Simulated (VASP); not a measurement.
Consider the following.

```xyz
3
Lattice="0.0000 2.5715 2.5715 2.5715 0.0000 2.5715 2.5715 2.5715 0.0000" Properties=species:S:1:pos:R:3 pbc="T T T"
Zr     0.0000     0.0000     0.0000
O      1.2857     1.2857     1.2857
O      3.8572     3.8572     3.8572
```

Computed with revPBE GGA, VASP's PBE PAW potentials (set 64) (plane waves; VASP 6.6.1). Settings: 520 eV cut-off, Gaussian smearing of 0.050 eV, potentials Zr_sv O.

Give the energies of bands 7 to 15 at the high-symmetry points, in eV from the valence-band maximum.

```
band      Γ      X      U      L      W
----  -----  -----  -----  -----  -----
7     -5.05  -5.70  -5.13  -4.06  -4.58
8     -5.05  -3.08  -3.52  -4.06  -4.52
9     -5.05  -3.08  -3.00  -2.45  -2.32
10    -0.52  -1.47  -2.13  -2.43  -2.32
11    -0.52  -1.47  -1.19  -1.61  -1.34
12    -0.52   0.00  -0.32  -1.61  -0.19
13     3.30   3.74   3.95   3.90   4.35
14     3.30   4.60   4.61   3.90   4.46
15     6.48   5.54   5.88   5.79   6.01
```

The gap is indirect, 3.30 eV, from the valence maximum at X to the conduction minimum at Γ.

The compound is ZrO2 in the fluorite structure, the high-temperature cubic form, which is unstable at 0 K; the monoclinic form is the stable one. It was relaxed first.
